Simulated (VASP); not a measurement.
Here is the system:

```
CELL_PARAMETERS angstrom
      3.24802     0.00000     0.00000
      0.00000     3.24802     0.00000
      0.00000     0.00000     3.24802
ATOMIC_POSITIONS crystal
  In 0.50000 0.50000 0.50000
  Pd 0.00000 0.00000 0.00000
```

Computed with PBEsol GGA, VASP's PBE PAW potentials (set 64) (plane waves; VASP). Settings: 480 eV cut-off, 10×10×10 Γ-centred mesh, first-order Methfessel-Paxton smearing of 0.10 eV, potentials In_d Pd.

Unless said otherwise, spin-orbit coupling is left out, though it shifts the bands of the heavy elements here.

### Question
Estimate the energy per atom (σ→0), band gap (on the k-mesh) with the smallest direct gap where there is one.

### Answer

```json
{
 "band gap (on the k-mesh)": "none (metal, semimetal or under 0.01 eV)",
 "energy per atom (σ→0)": "-4.999 eV/atom"
}
```

The absolute energy has meaning only against runs of the same code, potentials and settings.

The compound is PdIn in the CsCl type structure. It was relaxed first. The electron count is odd and the run is not spin-polarised, which forces a metal.
